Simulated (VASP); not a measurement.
Computed with PBE GGA with D3 dispersion (Becke-Johnson damping), VASP's PBE PAW potentials (set 64) (plane waves; VASP).

The input files of a VASP run:

**INCAR**
```
SYSTEM = WC
PREC = Accurate; ENCUT = 520; LREAL = .FALSE.
LASPH = .TRUE.
EDIFF = 1E-7; NELM = 100; ALGO = Normal
LMAXMIX = 6
ISMEAR = 1; SIGMA = 0.1
GGA = PE; IVDW = 12
IBRION = 2; NSW = 30; ISIF = 4
EDIFFG = -0.01
LWAVE = .FALSE.; LCHARG = .FALSE.
```

KPOINTS:
```
Automatic mesh
0
Gamma
14 14 13
0 0 0
```

**POSCAR**
```
WC
1.0
  1.4380243136  -2.4907312475   0.0000000000
  1.4380243136   2.4907312475   0.0000000000
  0.0000000000   0.0000000000   2.8052323100
W C
1 1
Direct
  0.0000000000   0.0000000000   0.0000000000
  0.3333330000   0.6666670000   0.5000000000
```

POTCAR, in this order: W_sv C (PBE.64 set). Program: vasp_std.

### Question
What will the output report for the number of irreducible k-points (NKPTS), largest plane-wave count, number of space-group operations, FFT grid (NGX, NGY, NGZ)?

### Answer

```yaml
number of irreducible k-points (NKPTS): 168
largest_plane_wave_count: 559
number_of_space_group_operations: 12
FFT grid (NGX, NGY, NGZ): 24 × 24 × 24
```

The compound is WC in the wc structure. This cell is one point of a volume scan, at 0.97 of the reference volume. Symmetry was kept, so distortions that lower it aren't found.
